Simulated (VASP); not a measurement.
CuI (space group F-43m): the band gap from VASP (plane waves, PAW) at several levels of theory. Gaps are without spin-orbit coupling. Each level names its cell: its own relaxed one, PBE's, or the starting one. A gap is the smallest over the k-mesh and a band path; hybrids may have named points in place of the path, and GW has the mesh alone.

```tsv
level	band gap (eV)
r2SCAN (own cell)	1.69
HSE06 (PBE cell)	2.59
```

The cell of the r2SCAN (own cell) run:

CuI is modelled in the cubic space group F-43m (No. 216), the zinc blende structure, Pearson symbol cF8. Cell: a = 6.0114 Å, b = 6.0114 Å, c = 6.0114 Å, α = 90.00°, β = 90.00°, γ = 90.00°. Cu on 4d has 4 I at 2.603 Å (tetrahedral). I on 4a is surrounded by 4 Cu at 2.603 Å (tetrahedral). (Neighbours: up to the widest gap in distance over summed covalent radii, below 1.35, at either atom; cation-cation and far metal-metal contacts left out.)
(The calculation used a cell of 2 atoms; values per cell refer to that cell.)

Only levels that ran to the end are used. Left out are those held back, those with too coarse a band path, GW runs whose mesh misses a band edge, hybrids' fits of cells that aren't cubic and levels without matching references; a question may draw on a part of the rest.

The structure comes from a measured CuI entry (F-43m) of the Crystallography Open Database, whose conditions weren't checked.
